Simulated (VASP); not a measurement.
Data:

```
ScI3
1.0
    5.50958     0.00000     0.00000
    0.00000     5.50958     0.00000
    0.00000     0.00000     5.50958
Sc I
1 3
Direct
  0.00000   0.00000   0.00000
  0.50000   0.00000   0.00000
  0.00000   0.00000   0.50000
  0.00000   0.50000   0.00000
```

Method: PBE GGA, VASP's PBE PAW potentials (set 64) (plane waves; VASP 6.6.1). Settings: 400 eV cut-off, 4×4×4 Γ-centred mesh, Gaussian smearing of 0.050 eV, potentials Sc_sv I.

Question: Give the stress tensor in GPa (positive for a compressed cell).

Answer: 
```
4.73  0.00  0.00
0.00  4.73  0.00
0.00  0.00  4.73
```
The pressure is its mean diagonal, 4.73 GPa.

The structure was generated: ScI3 was put into the ReO3 type (Pm-3m), which need not be its known phase. The cell was not relaxed at this level.
